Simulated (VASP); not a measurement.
```
WO
1.0
    2.78788     0.00000     0.00000
   -1.39394     2.41437     0.00000
    0.00000     0.00000     6.95819
W O
2 2
Cartesian
  0.00000   1.60958   0.24474
  1.39394   0.80479   3.72384
  0.00000   1.60958   2.36458
  1.39394   0.80479   5.84368
```

Method: r2SCAN meta-GGA, VASP's PBE PAW potentials (set 64) (plane waves; VASP 6.6.1). Run with 520 eV cut-off, 14×14×5 Γ-centred mesh, tetrahedra with Blöchl corrections, potentials W_sv O.

For a metal the tetrahedron method with Blöchl corrections gives inexact stress and forces. Unless said otherwise, spin-orbit coupling is left out, though it shifts the bands of the heavy elements here.

Question: Estimate the energy per atom (σ→0), largest force, band gap (over mesh and band path) with the smallest direct gap where there is one.

Answer: 
```json
{
  "band gap (over mesh and band path)": "none (metal, semimetal or under 0.01 eV)",
  "energy per atom (σ→0)": "-2873.7 kJ/mol of atoms",
  "largest_force": "0.00145 Ha/bohr"
}
```

The absolute energy has meaning only against runs of the same code, potentials and settings.

The structure was generated: WO was put into the wurtzite type (P6_3mc), which need not be its known phase. It was relaxed first, which changed the volume by -36 %.
